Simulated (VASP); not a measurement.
VASP runs on VN (space group Fm-3m) share one base input (LDA (Ceperley-Alder, Perdew-Zunger), plane waves, VASP's LDA PAW potentials (set 64)) and change the settings named in each case.

**INCAR**
```
SIGMA  =  0.1   # width (eV)
ENCUT  =  400
NELM  =  100
LMAXMIX  =  4
ALGO  =  Normal
SYSTEM  =  VN
PREC  =  Accurate
LWAVE  =  .False.
EDIFF  =  1E-6
ISMEAR  =  -1
LASPH  =  .True.
LCHARG  =  .False.
LREAL  =  .False.   # projection in real space or not
ISIF  =  2
```

### POSCAR
```
VN
4.1673240
  0.0000000000   0.5000000000   0.5000000000
  0.5000000000   0.0000000000   0.5000000000
  0.5000000000   0.5000000000   0.0000000000
V N
1 1
direct
  0.0000000000   0.0000000000   0.0000000000
  0.5000000000   0.5000000000   0.5000000000
```

KPOINTS:
```
Automatic mesh
0
Gamma
18 18 18
0 0 0
```

POTCAR, in this order: V_sv N (LDA.64 set). Program: vasp_std.

```json
[
 {"change": "base run", "E(σ→0) (eV/atom)": "-10.6930", "pressure (GPa)": "-31.40", "−TS (eV)": "-0.0583"},
 {"change": "GGA = PS, POTCAR V_sv N (PBE.64 set)", "E(σ→0) (eV/atom)": "-10.2426", "pressure (GPa)": "?", "−TS (eV)": "?"},
 {"change": "KPOINTS 1×1×1 Γ-centred mesh", "E(σ→0) (eV/atom)": "-1.2843", "pressure (GPa)": "112.90", "−TS (eV)": "-0.7519"},
 {"change": "LDAU = .TRUE., LDAUJ = 0 0, LDAUL = 2 -1, LDAUTYPE = 2, LDAUU = 6.0 0", "E(σ→0) (eV/atom)": "-7.5111", "pressure (GPa)": "?", "−TS (eV)": "?"}
]
```

Q: Fill in the missing entries.

A: 
- GGA = PS, POTCAR V_sv N (PBE.64 set), pressure (GPa): -24.66
- GGA = PS, POTCAR V_sv N (PBE.64 set), −TS (eV): -0.0579
- LDAU = .TRUE., LDAUJ = 0 0, LDAUL = 2 -1, LDAUTYPE = 2, LDAUU = 6.0 0, pressure (GPa): -15.76
- LDAU = .TRUE., LDAUJ = 0 0, LDAUL = 2 -1, LDAUTYPE = 2, LDAUU = 6.0 0, −TS (eV): -0.0545

Energies of different potentials or functionals have different zeros.  At 400 eV the pressure can carry a Pulay error.

Left out are runs that ran out of time, are held back, or changed the cell or the kind of run, fixed moments of cells without a moment, rows past the twelfth, gaps on odd meshes, pressures of charged cells and columns that move by less than the noise.

The structure is a typed VN crystal (Fm-3m). The cell was not relaxed at this level, its lattice was scaled by up to 2.5 %. The run is not spin-polarised, so no magnetic state was tried. VASP warned that the highest band is occupied, so more bands are needed.
